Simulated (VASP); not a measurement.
Level of theory: PBEsol GGA, VASP's PBE PAW potentials (set 64) (plane waves; VASP).

Input for VASP

File KPOINTS:
```
Automatic mesh
0
Gamma
8 8 8
0 0 0
```

**INCAR**
```
SYSTEM=ZnS
PREC=Accurate; ENCUT=400; LREAL=.False.
LASPH=.True.
EDIFF=1E-6; NELM=100; ALGO=Normal
LMAXMIX=4
ISMEAR=0; SIGMA=0.05
GGA=PS
IBRION=2; NSW=60; ISIF=3
EDIFFG=-0.01
LWAVE=.False.; LCHARG=.False.
```

**POSCAR**
```
ZnS
1
    0.0000000000     2.6771425277     2.6771425277
    2.6771425277     0.0000000000     2.6771425277
    2.6771425277     2.6771425277     0.0000000000
Zn S
1 1
Direct
  0.0000000000   0.0000000000   0.0000000000
  0.2500000000   0.2500000000   0.2500000000
```

POTCAR, in this order: Zn S (PBE.64 set). Program: vasp_std.

Output

File OUTCAR:
```
 ion  position               nearest neighbor table
   1  0.000  0.000  0.000-   2 2.32   2 2.32   2 2.32   2 2.32
   2  0.250  0.250  0.250-   1 2.32   1 2.32   1 2.32   1 2.32
  LATTYP: Found a face centered cubic cell.
 ALAT       =     5.3542850554
 Subroutine PRICEL returns:
 Original cell was already a primitive cell.
 Subroutine GETGRP returns: Found 24 space group operations
The static configuration has the point symmetry T_d .
The dynamic configuration has the point symmetry T_d .
 Subroutine INISYM returns: Found 24 space group operations
 Subroutine IBZKPT returns following result:
 Found     29 irreducible k-points:

 Following reciprocal coordinates:
            Coordinates               Weight
  0.000000  0.000000  0.000000      1.000000
  0.125000  0.000000  0.000000      8.000000
  0.250000  0.000000  0.000000      8.000000
  0.375000  0.000000  0.000000      8.000000
  0.500000  0.000000  0.000000      4.000000
  0.125000  0.125000  0.000000      6.000000
  0.250000  0.125000  0.000000     24.000000
  0.375000  0.125000  0.000000     24.000000
  0.500000  0.125000  0.000000     24.000000
 -0.375000  0.125000  0.000000     24.000000
 -0.250000  0.125000  0.000000     24.000000
 -0.125000  0.125000  0.000000     12.000000
  0.250000  0.250000  0.000000      6.000000
  0.375000  0.250000  0.000000     24.000000
  0.500000  0.250000  0.000000     24.000000
 -0.375000  0.250000  0.000000     24.000000
 -0.250000  0.250000  0.000000     12.000000
  0.375000  0.375000  0.000000      6.000000
  0.500000  0.375000  0.000000     24.000000
 -0.375000  0.375000  0.000000     12.000000
  0.500000  0.500000  0.000000      3.000000
  0.375000  0.250000  0.125000     24.000000
  0.500000  0.250000  0.125000     48.000000
 -0.375000  0.250000  0.125000     24.000000
...
```

### OSZICAR
```
       N       E                     dE             d eps       ncg     rms          rms(c)
DAV:   1     0.805743608837E+02    0.80574E+02   -0.79466E+03   754   0.141E+03
DAV:   2    -0.246710203389E+01   -0.83041E+02   -0.78482E+02   809   0.261E+02
DAV:   3    -0.792869054877E+01   -0.54616E+01   -0.54340E+01   939   0.711E+01
DAV:   4    -0.799400320580E+01   -0.65313E-01   -0.65295E-01   829   0.804E+00
DAV:   5    -0.799494537053E+01   -0.94216E-03   -0.94214E-03   919   0.980E-01    0.726E+00
DAV:   6    -0.760526539793E+01    0.38968E+00   -0.10324E+00  1034   0.402E+01    0.560E+00
DAV:   7    -0.759005826743E+01    0.15207E-01   -0.34713E-01   784   0.621E+00    0.267E+00
DAV:   8    -0.758697161869E+01    0.30866E-02   -0.55248E-03   889   0.755E-01    0.718E-01
DAV:   9    -0.758672525088E+01    0.24637E-03   -0.87967E-04   880   0.355E-01    0.112E-01
DAV:  10    -0.758680752960E+01   -0.82279E-04   -0.18021E-04   856   0.197E-01    0.669E-02
DAV:  11    -0.758680509296E+01    0.24366E-05   -0.49200E-05   914   0.157E-01    0.793E-03
DAV:  12    -0.758680499985E+01    0.93106E-07   -0.32642E-06   830   0.364E-02
   1 F= -.75868050E+01 E0= -.75868050E+01  d E =-.758680E+01
       N       E                     dE             d eps       ncg     rms          rms(c)
DAV:   1    -0.758727171652E+01   -0.46662E-03   -0.59822E-03   889   0.186E+00    0.157E-01
DAV:   2    -0.758685843467E+01    0.41328E-03   -0.14820E-03   899   0.124E+00    0.602E-02
DAV:   3    -0.758681042563E+01    0.48009E-04   -0.54871E-05   822   0.808E-02    0.276E-02
DAV:   4    -0.758679806833E+01    0.12357E-04   -0.70165E-06   879   0.444E-02    0.128E-02
DAV:   5    -0.758679577304E+01    0.22953E-05   -0.10508E-06   432   0.280E-02    0.256E-03
DAV:   6    -0.758679576020E+01    0.12842E-07   -0.13409E-06   413   0.142E-02
   2 F= -.75867958E+01 E0= -.75867958E+01  d E =0.923965E-05
```

File OUTCAR:
```
------------------------ aborting loop because EDIFF is reached ----------------------------------------
  FORCE on cell =-STRESS in cart. coord.  units (eV):
  Direction    XX          YY          ZZ          XY          YZ          ZX
  --------------------------------------------------------------------------------------
  Total       -0.0125911     -0.0125911     -0.0125911      0.0000000     -0.0000000      0.0000000
  in kB       -0.5248658     -0.5248658     -0.5248658      0.0000000     -0.0000000      0.0000000
  external PRESSURE =      -0.5248658 kB  Pullay stress =       0.0000000 kB
  volume of cell :       38.43
      direct lattice vectors                 reciprocal lattice vectors
     0.000000000  2.678544571  2.678544571    -0.186668538  0.186668538  0.186668538
     2.678544571 -0.000000000  2.678544571     0.186668538 -0.186668538  0.186668538
     2.678544571  2.678544571  0.000000000     0.186668538  0.186668538 -0.186668538
  FREE ENERGIE OF THE ION-ELECTRON SYSTEM (eV)
  ---------------------------------------------------
  free  energy   TOTEN  =        -7.5867957602 eV

  energy  without entropy=       -7.5867957602  energy(sigma->0) =       -7.58679576

 reached required accuracy - stopping structural energy minimisation
```
(Selected blocks of OUTCAR.)

### CONTCAR
```
ZnS
   1.00000000000000
     0.0000000000000000    2.6785445708467441    2.6785445708467441
     2.6785445708467441   -0.0000000000000000    2.6785445708467441
     2.6785445708467441    2.6785445708467441    0.0000000000000000
  Zn              S
     1     1
Direct
     0.0000000000000000    0.0000000000000000    0.0000000000000000
     0.2500000000000000    0.2500000000000000    0.2500000000000000
```

The structure was generated: ZnS was put into the zinc blende type (F-43m), which need not be its known phase. This run relaxes it. Symmetry was kept, so distortions that lower it aren't found. The start is the result of an earlier pass.
